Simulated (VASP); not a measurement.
**MgSb (space group Fm-3m): computed properties**

The numbers are results of PBEsol GGA, VASP's PBE PAW potentials (set 64) (plane waves; VASP), not measurements.

```yaml
space_group: Fm-3m (225)
cell: a = b = c = 5.871 Å, α = β = γ = 90.00°
volume_per_atom: 25.30 Å^3/atom
band gap (over mesh and band path): none (metal, semimetal or under 0.01 eV)
hill_bulk_modulus: 49.6 GPa
hill_shear_modulus: 10.9 GPa
Poisson's ratio: 0.398
band_gap_with_spin_orbit_coupling: none (metallic)
density: 4.79 g/cm³
optical Γ-point spectrum: 206 (×3) cm⁻¹
C11: 115 GPa
C12: 17.1 GPa
C44: 1.0 GPa
```

```cif
data_Mg4Sb4
_chemical_formula_sum 'Mg4 Sb4'
_space_group_name_H-M_alt 'Fm-3m'
_space_group_IT_number 225
_space_group_name_Hall '-F 4 2 3'
_cell_length_a 5.87142
_cell_length_b 5.87142
_cell_length_c 5.87142
_cell_angle_alpha 90.000
_cell_angle_beta 90.000
_cell_angle_gamma 90.000
loop_
_atom_site_label
_atom_site_type_symbol
_atom_site_symmetry_multiplicity
_atom_site_Wyckoff_symbol
_atom_site_fract_x
_atom_site_fract_y
_atom_site_fract_z
_atom_site_occupancy
Mg1 Mg 4 a 0.00000 0.00000 0.00000 1
Sb1 Sb 4 b 0.50000 0.50000 0.50000 1
```
(The calculation used a cell of 2 atoms; values per cell refer to that cell.)

Finite-difference elastic constants of metals are sensitive to mesh and smearing; shear constants can be off by tens of GPa. Unless said otherwise, spin-orbit coupling is left out, though it shifts the bands of the heavy elements here.

The structure comes from a computed database's MgSb entry (Fm-3m); how it stands against other phases isn't given here. It was relaxed first. Symmetry was kept, so distortions that lower it aren't found. The electron count is odd and the run is not spin-polarised, which forces a metal.
